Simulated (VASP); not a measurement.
Here is the system:

```
CELL_PARAMETERS angstrom
     -1.60817     1.60817     3.93391
      1.60817    -1.60817     3.93391
      1.60817     1.60817    -3.93391
ATOMIC_POSITIONS crystal
  Si 0.66490 0.66490 0.00000
  Si 0.33510 0.33510 0.00000
  Mo 0.00000 0.00000 0.00000
```

All values below come from PBE GGA, VASP's PBE PAW potentials (set 64) (plane waves; VASP). Settings: 400 eV cut-off, 15×15×15 Γ-centred mesh, tetrahedra with Blöchl corrections, potentials Si Mo_sv.

Question: Tabulate the total density of states (states/eV per cell) against energy (eV; zero at the valence-band maximum or, without a gap, the Fermi level).

Answer: 
```
E (eV) | DOS (states/eV)
    -9.96 | #### 0.63
    -9.73 | ##### 0.77
    -9.49 | ##### 0.82
    -9.26 | ##### 0.83
    -9.02 | ####### 1.17
    -8.79 | ##### 0.75
    -8.56 | ####### 1.05
    -8.32 | ##### 0.86
    -8.20 | ##### 0.82
    -7.97 | ##### 0.76
    -7.74 | #### 0.69
    -7.50 | #### 0.63
    -7.27 | #### 0.57
    -7.03 | ### 0.51
    -6.80 | ### 0.48
    -6.57 | ### 0.50
    -6.33 | ### 0.52
    -6.10 | ####### 1.10
    -5.86 | ######### 1.39
    -5.63 | ####### 1.20
    -5.39 | ####### 1.14
    -5.16 | ######## 1.26
    -4.93 | ###### 1.01
    -4.81 | #### 0.66
    -4.58 | #### 0.60
    -4.34 | ##### 0.87
    -4.11 | ####### 1.06
    -3.87 | ########## 1.54
    -3.64 | ########### 1.84
    -3.40 | ######## 1.34
    -3.17 | ########## 1.65
    -2.94 | ############## 2.17
    -2.70 | ################ 2.56
    -2.47 | ########################## 4.26
    -2.23 | ############################## 4.83
    -2.00 | ######################## 3.94
    -1.76 | ############# 2.03
    -1.65 | ########## 1.63
    -1.41 | ######### 1.42
    -1.18 | ####### 1.06
    -0.94 | ###### 0.98
    -0.71 | ###### 1.02
    -0.48 | ###### 0.91
    -0.24 | ## 0.27
    -0.01 | ## 0.25
     0.23 | ## 0.26
     0.46 | #### 0.58
     0.69 | ##### 0.75
     0.93 | ###### 0.89
     1.16 | ###### 0.98
     1.40 | ######## 1.30
     1.63 | ############ 1.93
     1.75 | ############# 2.14
     1.98 | ################# 2.68
     2.22 | ################# 2.72
     2.45 | ############# 2.05
     2.68 | ######### 1.42
     2.92 | ######### 1.38
     3.15 | ########## 1.56
     3.39 | ############## 2.21
```
Within 2 eV below the Fermi level the largest weight inside VASP's projection spheres is Mo d, then Si p.

The compound is MoSi2 in the MoSi2 type structure. It was relaxed first.
